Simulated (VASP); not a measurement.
Calculation: PBE GGA, VASP's PBE PAW potentials (set 64) (plane waves; VASP).

VASP input:

### INCAR
```
ALGO = Normal
EDIFF = 1E-6
ENCUT = 400
GGA = PE
ISIF = 2
ISMEAR = 1
LASPH = .True.
LCHARG = .False.
LMAXMIX = 6
LREAL = .False.
LWAVE = .False.
NELM = 100
PREC = Accurate
SIGMA = 0.1
SYSTEM = ErSb
```

File POSCAR:
```
ErSb
1.0
  0.0000000000   3.4528570000   3.4528570000
  3.4528570000   0.0000000000   3.4528570000
  3.4528570000   3.4528570000   0.0000000000
Sb Er
1 1
Cart
  1.7264285000   1.7264285000   1.7264285000
  0.0000000000   0.0000000000   0.0000000000
```

**KPOINTS**
```
Automatic mesh
0
Gamma
8 8 8
0 0 0
```

POTCAR, in this order: Sb Er_3 (PBE.64 set). Program: vasp_std.

The 4f electrons are frozen in the core of the lanthanide potential, so 4f levels, which can set the real gap, and their magnetism are missing.

Estimate the energy per atom (σ→0).

* **energy per atom (σ→0)**: -4882 meV/atom

### OSZICAR
```
...
DAV:   7    -0.977281622151E+01    0.14249E-01   -0.55346E-01  1236   0.680E+00    0.190E+00
DAV:   8    -0.976312850414E+01    0.96877E-02   -0.94223E-02  1196   0.284E+00    0.142E-01
DAV:   9    -0.976339631565E+01   -0.26781E-03   -0.24319E-03  1132   0.444E-01    0.962E-02
DAV:  10    -0.976374513830E+01   -0.34882E-03   -0.40082E-04  1094   0.140E-01    0.450E-02
DAV:  11    -0.976381241214E+01   -0.67274E-04   -0.16610E-04   908   0.113E-01    0.262E-02
DAV:  12    -0.976382095419E+01   -0.85421E-05   -0.34815E-05  1006   0.483E-02    0.468E-03
DAV:  13    -0.976382022235E+01    0.73184E-06   -0.16735E-06   756   0.179E-02
   1 F= -.97638202E+01 E0= -.97649885E+01  d E =0.350469E-02
```

The structure was generated: ErSb was put into the zincblende type (F-43m), which need not be its known phase. The cell was not relaxed at this level.
